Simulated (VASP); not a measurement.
Here is the system:

```
CELL_PARAMETERS angstrom
      2.95988     0.00000     0.00000
      0.00000     2.95988     0.00000
      0.00000     0.00000     2.95988
ATOMIC_POSITIONS crystal
  Ti 0.00000 0.00000 0.00000
  Co 0.50000 0.50000 0.50000
```

Method: PBEsol GGA, VASP's PBE PAW potentials (set 64) (plane waves; VASP 6.6.1). Settings: 520 eV cut-off, 12×12×12 Γ-centred mesh, first-order Methfessel-Paxton smearing of 0.10 eV, potentials Ti_sv Co.

Question: Estimate the energy per atom (σ→0), pressure, band gap (on the k-mesh) with the smallest direct gap where there is one.

Answer: 
The band gap (on the k-mesh) is none (metal, semimetal or under 0.01 eV). The energy per atom (σ→0) comes out as -814.0 kJ/mol of atoms and the pressure comes out as -5.52 GPa.

The compound is TiCo in the CsCl type structure. This cell is one point of a volume scan, at 1.03 of the reference volume. The run is not spin-polarised, so no magnetic state was tried. The electron count is odd and the run is not spin-polarised, which forces a metal.
